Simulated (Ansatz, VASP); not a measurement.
# Cross-check of SnO2 (amorphous SnO2) between VASP and Ansatz

One calculation is typed for both programs; each brings its own data sets. How far apart do they land? Of the first pair: The structure shown is the start of the Ansatz relaxation below; VASP solves that cell, so the two are compared at the walk's first step.

Program: Ansatz 0.2.0. Level of theory: plane waves, with VASP 6.6.1 beside it; single point at PBE. Results are calculated unless marked as measured.

## Step 1: Set-up

The cell holds 72 atoms: 24 Sn and 48 O. Cell: a = 9.851 Å, b = 9.851 Å, c = 9.851 Å, α = 90.0°, β = 90.0°, γ = 90.0°. As first built, before any earlier steps moved the atoms (in the runner's words): 72 atoms (24 Sn, 48 O) placed at random at 6.03 g/cm^3, melted at 5000 K for 10 ps at fixed volume with the Morse and Coulomb pair potential with partial charges (Pedone, Malavasi, Menziani, Cormack and Segre, J. Phys. Chem. B 110, 11780 (2006)). Quenched from 5000 K to 300 K at 50 K/ps and fixed volume, held 10 ps at zero pressure, then minimised at fixed cell. The cell carries charge +1.

## Step 2: Ansatz: relaxation, PBE

Ansatz runs on its default PAW (the set named soft_2) files.

The two programs are compared at the cell with which this relaxation starts, whose forces are those of its first step.

Contents of input.yaml:

```yaml
crystal:
  lattice:
    - [9.85089, 0.0, 0.0]
    - [0.0, 9.85089, 0.0]
    - [0.0, 0.0, 9.85089]
  atoms:
    - { symbol: Sn, position: [0.72293, 0.67518, 0.33139] }
    - { symbol: Sn, position: [0.05066, 0.22032, 0.42231] }
    - { symbol: Sn, position: [0.51027, 0.1905, 0.08473] }
    - { symbol: Sn, position: [0.76844, 0.46599, 0.57536] }
    - { symbol: Sn, position: [0.23791, 0.69992, 0.35531] }
    - { symbol: Sn, position: [0.47036, 0.69886, 0.59036] }
    - { symbol: Sn, position: [0.988, 0.21785, 0.95313] }
    - { symbol: Sn, position: [0.20607, 0.48065, 0.75554] }
    - { symbol: Sn, position: [0.21834, 0.04574, 0.18358] }
    - { symbol: Sn, position: [0.58541, 0.98948, 0.49047] }
    - { symbol: Sn, position: [0.81049, 0.01815, 0.2295] }
    - { symbol: Sn, position: [0.98783, 0.72974, 0.11547] }
    - { symbol: Sn, position: [0.82432, 0.53847, 0.93738] }
    - { symbol: Sn, position: [0.99226, 0.69445, 0.6407] }
    - { symbol: Sn, position: [0.24587, 0.80193, 0.88289] }
    - { symbol: Sn, position: [0.37682, 0.2835, 0.4428] }
    - { symbol: Sn, position: [0.49547, 0.86804, 0.13195] }
    - { symbol: Sn, position: [0.20275, 0.97922, 0.59683] }
    - { symbol: Sn, position: [0.46223, 0.5511, 0.05686] }
    - { symbol: Sn, position: [0.1239, 0.43266, 0.18278] }
    - { symbol: Sn, position: [0.79552, 0.93274, 0.87188] }
    - { symbol: Sn, position: [0.82122, 0.1409, 0.62617] }
    - { symbol: Sn, position: [0.52358, 0.37957, 0.77859] }
    - { symbol: Sn, position: [0.75611, 0.37633, 0.21152] }
    - { symbol: O, position: [0.86617, 0.55008, 0.74048] }
    - { symbol: O, position: [0.60171, 0.95645, 0.28133] }
    - { symbol: O, position: [0.37736, 0.02157, 0.04824] }
    - { symbol: O, position: [0.35774, 0.35872, 0.64217] }
    - { symbol: O, position: [0.65075, 0.95614, 0.01862] }
    - { symbol: O, position: [0.3733, 0.19157, 0.24332] }
    - { symbol: O, position: [0.84771, 0.74643, 0.96369] }
    - { symbol: O, position: [0.69437, 0.18399, 0.19215] }
    - { symbol: O, position: [0.35674, 0.44845, 0.90177] }
    - { symbol: O, position: [0.90872, 0.86511, 0.71054] }
    - { symbol: O, position: [0.61831, 0.52703, 0.91625] }
    - { symbol: O, position: [0.40753, 0.90392, 0.56725] }
    - { symbol: O, position: [0.5486, 0.19237, 0.48666] }
    - { symbol: O, position: [0.07675, 0.33103, 0.80993] }
    - { symbol: O, position: [0.82878, 0.34242, 0.00523] }
    - { symbol: O, position: [0.85752, 0.81986, 0.25301] }
    - { symbol: O, position: [0.54808, 0.38811, 0.14868] }
    - { symbol: O, position: [0.67192, 0.0059, 0.68662] }
    - { symbol: O, position: [0.34072, 0.67654, 0.73881] }
    - { symbol: O, position: [0.04158, 0.05624, 0.2913] }
    - { symbol: O, position: [0.13962, 0.85912, 0.06154] }
    - { symbol: O, position: [0.86119, 0.63044, 0.48592] }
    - { symbol: O, position: [0.38409, 0.59824, 0.43928] }
    - { symbol: O, position: [0.52464, 0.21041, 0.88897] }
    - { symbol: O, position: [0.13234, 0.80777, 0.50944] }
    - { symbol: O, position: [0.2498, 0.12316, 0.46384] }
    - { symbol: O, position: [0.1509, 0.23588, 0.08231] }
    - { symbol: O, position: [0.70219, 0.31025, 0.69387] }
    - { symbol: O, position: [0.91405, 0.03137, 0.04833] }
    - { symbol: O, position: [0.10317, 0.66845, 0.82745] }
    - { symbol: O, position: [0.31725, 0.87263, 0.27191] }
    - { symbol: O, position: [0.78752, 0.04826, 0.43797] }
    - { symbol: O, position: [0.87511, 0.11809, 0.81916] }
    - { symbol: O, position: [0.21805, 0.97935, 0.79566] }
    - { symbol: O, position: [0.95486, 0.33024, 0.26062] }
    - { symbol: O, position: [0.11418, 0.53775, 0.58439] }
    - { symbol: O, position: [0.29163, 0.55288, 0.17408] }
    - { symbol: O, position: [0.02954, 0.53886, 0.02898] }
    - { symbol: O, position: [0.67794, 0.46788, 0.3834] }
    - { symbol: O, position: [0.58392, 0.53964, 0.64659] }
    - { symbol: O, position: [0.0652, 0.62777, 0.28177] }
    - { symbol: O, position: [0.55762, 0.6837, 0.19939] }
    - { symbol: O, position: [0.02676, 0.0941, 0.58499] }
    - { symbol: O, position: [0.80383, 0.5711, 0.16248] }
    - { symbol: O, position: [0.63126, 0.77953, 0.48831] }
    - { symbol: O, position: [0.89411, 0.30798, 0.52313] }
    - { symbol: O, position: [0.41227, 0.74584, 0.9877] }
    - { symbol: O, position: [0.19462, 0.36473, 0.37288] }
total_charge: 1
kpoints:
  mp_grid: { grid: [1, 1, 1] }
hamiltonian:
  xc: pbe
scf:
  occupations: { method: fermi_dirac, width: 0.01 }
  lower_state_search: "off"
output:
  forces: true
magnetization:
  spin_polarized: true
  initial_magnetization: 1
relax:
  f_tol: 0.05
  max_steps: 90
```

Command:

```console
$ ansatz run input.yaml --threads 4 --pin off --max-ram 8192MiB --backend cpu --events-out ev --progress --plain --runs-dir out
```

Numbers of over 12 decimals in the logs are rounded to 6 here.

Log:

```text
Engine: ansatz 0.2.0, x86_64-unknown-linux-gnu
Pseudopotentials: kind: paw
Pseudopotential: Sn, paw, valence charge 14, recommended cutoff 420 eV (normal), Sn.paw.azcp
Pseudopotential: O, paw, valence charge 6, recommended cutoff 420 eV (normal), O.paw.azcp
Functional definition: PBE
  parameter kappa = 0.804
  parameter beta = 0.066725
  exchange = pbe_x(kappa = kappa, mu = beta*pi^2/3)
  correlation = pbe_c(beta = beta)
Crystal: 72 atoms, lattice volume = 955.931 Å³
Basis set: ecut = 420 eV, 18805 PW (Γ), exchange–correlation on 144×144×144 points (8 copies of the dense FFT grid, shifted against one another)
Bands: 384, of which v1, the nominal top of the filled ones, is band 312 counted from 1 (311 counted from 0)
Symmetry: 1 space group operations
Space group: P1 (ITA 1), of the structure as read, at distance tolerance 9.9e-5 Å
Magnetic group: BNS 1.1 (UNI 1), of the structure as read, at distance tolerance 9.9e-5 Å
k-points: 1
Non-local potential: Sn, projectors of the file, l = 0: 2, l = 1: 2, l = 2: 2, l = 3: 2
Non-local potential: O, projectors of the file, l = 0: 2, l = 1: 2, l = 2: 1
PAW form: soft (Blöchl's): semilocal exchange-correlation on the pseudo side does not see the compensation charge
PAW one-centre angular grid: Sn, 590 points (default); XC on 64 Gauss nodes
PAW one-centre angular grid: O, 110 points (default); XC on 64 Gauss nodes
Initial density: superposition of atomic densities (chi_scale 0.1, normalization cell, long waves kept (reshape's long-wave potential 0.18 eV rms))
Starting moments: Σ|m| = 1 μB on 72 of 72 sites
Initial wavefunctions: pseudopotential atomic-orbital guess
Functional: x = pbe(κ = 0.804, μ = 0.219515), c = pbe(β = 0.066725)
SCF iter   1: F=—  HF=-171820.272854 eV  |F-HF|=—  |Δ(HF+E_count)|=         —  Δρ=4.39e-2 (↑4.18e-2 ↓4.39e-2)  dr2=5.41e1  dr2_m=5.00e-1  M=1.000 μB ∫|m|=1.075 μB  β_m=1.00  ethr=3.10e-3  ⟨swp⟩=6.0  Hψ=2942  notcnv=0
preconditioner: auto → Resta (q_TF=auto, 2.540 Å⁻¹)  ε∞=3.4  [insulator: Δε(μ)=0.274 eV  Ē_g=19.170 eV  σ=0.010 eV  W_gap=1.00  n_scr=250 (ndim 8)  ℏωp=30.0 eV  f_vac=0.040  D(μ)=0.00/eV (n_scr^D=0)  ε∞_Penn≈3.4]
spin=Collinear: Resta preconditioning applied to the charge; magnetization (m = ρ↑ − ρ↓) channel mixes plain (no charge-response kernel on spin).
SCF iter   2: F=—  HF=-171810.863495 eV  |F-HF|=—  |Δ(HF+E_count)|=         —  Δρ=3.05e-2 (↑2.67e-2 ↓3.05e-2)  dr2=2.22e1  dr2_m=4.07e-1  M=0.253 μB ∫|m|=0.450 μB  β_m=0.30  ethr=3.10e-3  ⟨swp⟩=3.0  Hψ=1276  notcnv=0  defer=128
Mixer restart at iter 2: flushing history
preconditioner: auto → Kerker (q_TF=auto, 2.540 Å⁻¹)  [metal: Δε(μ)=0.010 eV  Ē_g=19.013 eV  σ=0.010 eV  W_gap=0.23  n_scr=250 (ndim 8)  ℏωp=30.0 eV  f_vac=0.044  D(μ)=51.55/eV (n_scr^D=460)]
spin=Collinear: Kerker preconditioning applied to the charge; magnetization (m = ρ↑ − ρ↓) channel mixes plain (no charge-response kernel on spin).
SCF iter   3: F=—  HF=-171808.574299 eV  |F-HF|=—  |Δ(HF+E_count)|=    2.29e0  Δρ=2.07e-2 (↑2.00e-2 ↓2.07e-2)  dr2=1.16e1  dr2_m=4.24e-2  M=0.993 μB ∫|m|=1.084 μB  β_m=0.30  ethr=3.10e-3  ⟨swp⟩=2.0  Hψ=656  notcnv=0  defer=128
SCF iter   4: F=—  HF=-171807.416739 eV  |F-HF|=—  |Δ(HF+E_count)|=    1.16e0  Δρ=1.84e-2 (↑1.48e-2 ↓1.84e-2)  dr2=7.59e0  dr2_m=2.60e-1  M=0.526 μB ∫|m|=0.684 μB  β_m=0.30  ethr=1.86e-3  ⟨swp⟩=2.0  Hψ=774  notcnv=0  defer=128
SCF iter   5: F=—  HF=-171806.298524 eV  |F-HF|=—  |Δ(HF+E_count)|=    1.12e0  Δρ=1.80e-2 (↑7.28e-3 ↓1.80e-2)  dr2=6.21e0  dr2_m=5.07e-1  M=0.869 μB ∫|m|=1.023 μB  β_m=0.30  ethr=1.22e-3  ⟨swp⟩=3.0  Hψ=1402  notcnv=0  defer=128
SCF iter   6: F=—  HF=-171806.031304 eV  |F-HF|=—  |Δ(HF+E_count)|=   2.67e-1  Δρ=8.68e-3 (↑4.77e-3 ↓8.68e-3)  dr2=1.92e0  dr2_m=7.70e-2  M=0.994 μB ∫|m|=1.086 μB  β_m=0.30  ethr=9.96e-4  ⟨swp⟩=1.5  Hψ=769  notcnv=0  defer=130
SCF iter   7: F=—  HF=-171805.997089 eV  |F-HF|=—  |Δ(HF+E_count)|=   3.42e-2  Δρ=9.82e-3 (↑3.65e-3 ↓9.82e-3)  dr2=1.81e0  dr2_m=1.71e-1  M=1.000 μB ∫|m|=1.114 μB  β_m=0.30  ethr=3.08e-4  ⟨swp⟩=2.0  Hψ=656  notcnv=0  defer=132
SCF iter   8: F=—  HF=-171806.083371 eV  |F-HF|=—  |Δ(HF+E_count)|=   8.63e-2  Δρ=1.07e-2 (↑2.35e-3 ↓1.07e-2)  dr2=1.75e0  dr2_m=2.15e-1  M=0.835 μB ∫|m|=1.002 μB  β_m=0.30  ethr=2.91e-4  ⟨swp⟩=2.0  Hψ=747  notcnv=0  defer=132
SCF iter   9: F=—  HF=-171806.067932 eV  |F-HF|=—  |Δ(HF+E_count)|=   1.54e-2  Δρ=6.11e-3 (↑1.75e-3 ↓6.11e-3)  dr2=6.86e-1  dr2_m=7.02e-2  M=0.999 μB ∫|m|=1.109 μB  β_m=0.30  ethr=2.80e-4  ⟨swp⟩=2.0  Hψ=887  notcnv=0  defer=134
SCF iter  10: F=—  HF=-171806.086262 eV  |F-HF|=—  |Δ(HF+E_count)|=   1.83e-2  Δρ=4.03e-3 (↑1.64e-3 ↓4.03e-3)  dr2=3.95e-1  dr2_m=1.93e-2  M=1.000 μB ∫|m|=1.108 μB  β_m=0.30  ethr=1.10e-4  ⟨swp⟩=2.0  Hψ=664  notcnv=0  defer=136
[...]
atom  22  Sn    -0.00832574    -0.01618624     0.01444898
  atom  23  Sn     0.02578213    -0.02063806     0.00337590
  atom  24  Sn    -0.00961580    -0.00176915     0.00246996
  atom  25  O     -0.00911495    -0.00263266    -0.00540057
  atom  26  O      0.00872654    -0.00720601    -0.00493945
  atom  27  O     -0.00739054    -0.00382048    -0.00098521
  atom  28  O     -0.00439150     0.00826048     0.01630206
  atom  29  O     -0.00826369     0.00890994    -0.00696251
  atom  30  O     -0.01092547    -0.01017823     0.00141395
  atom  31  O      0.00098724    -0.00872059     0.00933443
  atom  32  O     -0.00416270     0.00349473    -0.00081338
  atom  33  O     -0.01556190     0.00650722    -0.01970983
  atom  34  O      0.00583008    -0.00262275     0.00135690
  atom  35  O     -0.00137604     0.00098912    -0.00374009
  atom  36  O     -0.00761890    -0.00281954    -0.00170098
  atom  37  O     -0.01413846     0.00648776    -0.00849975
  atom  38  O      0.00822584     0.00449319    -0.00352201
  atom  39  O      0.00308025    -0.00115191    -0.00086656
  atom  40  O     -0.00188099    -0.00995048    -0.00179478
  atom  41  O     -0.00146806    -0.00052893     0.00243442
  atom  42  O     -0.00397053     0.01258031    -0.01431667
  atom  43  O     -0.01852797    -0.00317502     0.01859238
  atom  44  O     -0.00763002     0.00188717     0.00650617
  atom  45  O     -0.00273124    -0.00462099     0.00186802
[...]
atom  65  O     -0.00497208    -0.00915124    -0.00270043
  atom  66  O     -0.00148067    -0.00151905     0.00363286
  atom  67  O     -0.00321378    -0.00080209    -0.00390244
  atom  68  O     -0.00028561    -0.01238700    -0.01387080
  atom  69  O     -0.00534356    -0.00293332     0.00715926
  atom  70  O      0.00797076     0.00882938    -0.00329475
  atom  71  O      0.00002627    -0.00817298    -0.00450229
  atom  72  O     -0.00011177     0.00304965     0.00064268
  max |Σ_I F_I| component: 2.03e-5 eV/Å
--- Relaxed structure (12 steps of the walk, 10 accepted, 0 SCFs on fresh bases) ---
  F+E_penalty+E_count = -171806.28050620 eV   max|allowed force component| = 3.250e-2 eV/Å
  atoms:
    - { symbol: Sn, position: [0.720642, 0.676210, 0.329712] }
    - { symbol: Sn, position: [0.052845, 0.226122, 0.422057] }
    - { symbol: Sn, position: [0.519550, 0.182443, 0.081851] }
    - { symbol: Sn, position: [0.766481, 0.465434, 0.573095] }
    - { symbol: Sn, position: [0.236943, 0.699446, 0.355959] }
    - { symbol: Sn, position: [0.468515, 0.696474, 0.593739] }
    - { symbol: Sn, position: [0.990404, 0.221220, 0.953484] }
    - { symbol: Sn, position: [0.207959, 0.480652, 0.752027] }
    - { symbol: Sn, position: [0.219927, 0.049093, 0.188456] }
    - { symbol: Sn, position: [0.584024, 0.984566, 0.488050] }
    - { symbol: Sn, position: [0.817433, 0.020621, 0.238704] }
    - { symbol: Sn, position: [0.986050, 0.729575, 0.116498] }
    - { symbol: Sn, position: [0.823947, 0.540931, 0.934420] }
    - { symbol: Sn, position: [0.990870, 0.693498, 0.634849] }
    - { symbol: Sn, position: [0.243038, 0.803826, 0.885005] }
    - { symbol: Sn, position: [0.380098, 0.279507, 0.440797] }
    - { symbol: Sn, position: [0.490756, 0.866885, 0.134470] }
    - { symbol: Sn, position: [0.205073, 0.980860, 0.595820] }
    - { symbol: Sn, position: [0.463367, 0.549053, 0.053985] }
    - { symbol: Sn, position: [0.126161, 0.434796, 0.180096] }
    - { symbol: Sn, position: [0.793719, 0.940370, 0.886915] }
    - { symbol: Sn, position: [0.825575, 0.142073, 0.627382] }
    - { symbol: Sn, position: [0.523186, 0.375682, 0.777007] }
    - { symbol: Sn, position: [0.758419, 0.378151, 0.209069] }
    - { symbol: O, position: [0.864320, 0.552190, 0.737138] }
    - { symbol: O, position: [0.603305, 0.953778, 0.281943] }
    - { symbol: O, position: [0.373719, 0.021011, 0.049831] }
    - { symbol: O, position: [0.356893, 0.355074, 0.639858] }
    - { symbol: O, position: [0.639223, 0.967934, 0.020126] }
    - { symbol: O, position: [0.381766, 0.191544, 0.242483] }
    - { symbol: O, position: [0.842617, 0.751353, 0.965913] }
    - { symbol: O, position: [0.699260, 0.184200, 0.201166] }
    - { symbol: O, position: [0.357065, 0.444585, 0.900200] }
    - { symbol: O, position: [0.893958, 0.865358, 0.711625] }
    - { symbol: O, position: [0.618229, 0.528438, 0.911766] }
    - { symbol: O, position: [0.409193, 0.903115, 0.574860] }
    - { symbol: O, position: [0.547257, 0.185337, 0.499689] }
    - { symbol: O, position: [0.075831, 0.334818, 0.809181] }
    - { symbol: O, position: [0.829607, 0.344080, 0.00358373] }
    - { symbol: O, position: [0.857753, 0.820839, 0.255058] }
    - { symbol: O, position: [0.553378, 0.384314, 0.139983] }
    - { symbol: O, position: [0.684847, -0.00982639, 0.691421] }
    - { symbol: O, position: [0.335275, 0.673026, 0.740116] }
    - { symbol: O, position: [0.037877, 0.060017, 0.292449] }
    - { symbol: O, position: [0.138258, 0.859017, 0.064324] }
    - { symbol: O, position: [0.859771, 0.630507, 0.483375] }
    - { symbol: O, position: [0.383747, 0.599801, 0.439738] }
    - { symbol: O, position: [0.528274, 0.204888, 0.884598] }
[...]
- { symbol: O, position: [0.065648, 0.626629, 0.281391] }
    - { symbol: O, position: [0.557566, 0.682959, 0.196806] }
    - { symbol: O, position: [0.031143, 0.099928, 0.585877] }
    - { symbol: O, position: [0.805339, 0.573878, 0.160525] }
    - { symbol: O, position: [0.629466, 0.776718, 0.490292] }
    - { symbol: O, position: [0.890871, 0.307653, 0.517654] }
    - { symbol: O, position: [0.411435, 0.745943, 0.986384] }
    - { symbol: O, position: [0.199165, 0.364439, 0.370495] }
```

(Part 1 of 3 ends here.)

[Lines on the potential files, build, host, timing and source positions are cut from VASP's logs without a mark.]

[Logs are printed without paths, hosts, clocks, repeated set-up lines and the standing remarks that a program may print on its own settings, such as how far it seeks lower states.]

[Hosts, paths, dates, database ids (printed as entryN), source tags and the programs' standing remarks are cut or masked in the printed files.]
